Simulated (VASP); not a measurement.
Computed with revTPSS meta-GGA, VASP's PBE PAW potentials (set 64) (plane waves; VASP).

A VASP calculation is set up with these files.

**INCAR**
```
SYSTEM = Eu
PREC = Accurate; ENCUT = 520; LREAL = .FALSE.
LASPH = .TRUE.
EDIFF = 1E-7; NELM = 100; ALGO = Normal
LMAXMIX = 6; LMIXTAU = .TRUE.
ISMEAR = 1; SIGMA = 0.1
METAGGA = RTPSS
ISIF = 2
LWAVE = .FALSE.; LCHARG = .FALSE.
```

POSCAR:
```
Eu
1
   -2.1967134333     2.1967134333     2.1967134333
    2.1967134333    -2.1967134333     2.1967134333
    2.1967134333     2.1967134333    -2.1967134333
Eu
1
Direct
  1.0000000000   1.0000000000   0.0000000000
```

File KPOINTS:
```
Automatic mesh
0
Gamma
12 12 12
0 0 0
```

POTCAR, in this order: Eu_2 (PBE.64 set). Program: vasp_std.

Output

**OSZICAR**
```
       N       E                     dE             d eps       ncg     rms          rms(c)
DAV:   1     0.409008070974E+02    0.40901E+02   -0.39747E+03  1160   0.864E+02
DAV:   2     0.291638789864E+02   -0.11737E+02   -0.11608E+02  1504   0.115E+02
DAV:   3     0.288768687518E+02   -0.28701E+00   -0.27509E+00  1640   0.127E+01
DAV:   4     0.288748944240E+02   -0.19743E-02   -0.19743E-02  1736   0.136E+00
DAV:   5     0.288748830020E+02   -0.11422E-04   -0.11422E-04  1728   0.923E-02    0.741E+00
DAV:   6     0.275960212482E+02   -0.12789E+01   -0.86790E-01  1232   0.683E+00    0.426E+00
DAV:   7     0.353942623753E+04    0.35118E+04   -0.20703E+05  1152   0.313E+06    0.240E+00
DAV:   8     0.279170854088E+02   -0.35115E+04   -0.14196E+01  1216   0.337E+01    0.733E-01
DAV:   9     0.275803620820E+02   -0.33672E+00   -0.51947E-01  1384   0.109E+01    0.428E-01
DAV:  10     0.275788801995E+02   -0.14819E-02   -0.55974E-03  1272   0.870E-01    0.240E-01
DAV:  11     0.275775352301E+02   -0.13450E-02   -0.13011E-03  1392   0.349E-01    0.215E-01
DAV:  12     0.275770386408E+02   -0.49659E-03   -0.69400E-05  1752   0.753E-02    0.190E-01
DAV:  13     0.275768055433E+02   -0.23310E-03   -0.25072E-05  1760   0.492E-02    0.167E-01
DAV:  14     0.275768205244E+02    0.14981E-04   -0.18170E-06  2000   0.128E-02    0.154E-01
DAV:  15     0.275767653357E+02   -0.55189E-04   -0.35193E-05  1760   0.563E-02    0.102E-01
DAV:  16     0.275767783156E+02    0.12980E-04   -0.82106E-06  1936   0.227E-02    0.621E-02
DAV:  17     0.275767791343E+02    0.81870E-06   -0.78113E-06  1848   0.278E-02    0.357E-02
DAV:  18     0.275767804153E+02    0.12810E-05   -0.37897E-06  1936   0.180E-02    0.114E-02
DAV:  19     0.275767802800E+02   -0.13536E-06   -0.54959E-07  1888   0.747E-03    0.350E-03
DAV:  20     0.275767801681E+02   -0.11182E-06   -0.35583E-08   704   0.222E-03    0.690E-04
DAV:  21     0.275767801633E+02   -0.48013E-08   -0.10460E-08   640   0.131E-03
   1 F= 0.27576780E+02 E0= 0.27576940E+02  d E =-.480404E-03
```

File OUTCAR:
```
------------------------ aborting loop because EDIFF is reached ----------------------------------------
  FORCE on cell =-STRESS in cart. coord.  units (eV):
  Direction    XX          YY          ZZ          XY          YZ          ZX
  --------------------------------------------------------------------------------------
  Total       -0.0760072     -0.0760072     -0.0760072     -0.0000000      0.0000000     -0.0000000
  in kB       -2.8720061     -2.8720061     -2.8720061     -0.0000000      0.0000000     -0.0000000
  external PRESSURE =      -2.8720061 kB  Pullay stress =       0.0000000 kB
  volume of cell :       42.40
      direct lattice vectors                 reciprocal lattice vectors
    -2.196713433  2.196713433  2.196713433     0.000000000  0.227612757  0.227612757
     2.196713433 -2.196713433  2.196713433     0.227612757  0.000000000  0.227612757
     2.196713433  2.196713433 -2.196713433     0.227612757  0.227612757  0.000000000
 POSITION                                       TOTAL-FORCE (eV/Angst)
 -----------------------------------------------------------------------------------
      0.00000      0.00000      0.00000        -0.000000      0.000000     -0.000000
 -----------------------------------------------------------------------------------
    total drift:                               -0.000000     -0.000000     -0.000000
  FREE ENERGIE OF THE ION-ELECTRON SYSTEM (eV)
  ---------------------------------------------------
  free  energy   TOTEN  =        27.5767801633 eV

  energy  without entropy=       27.5772605674  energy(sigma->0) =       27.57694030
```
(Selected blocks of OUTCAR.)

The 4f electrons are frozen in the core of the lanthanide potential, so 4f levels, which can set the real gap, and their magnetism are missing.

The compound is Eu in the bcc structure. This cell is one point of a volume scan, at 1.03 of the reference volume.
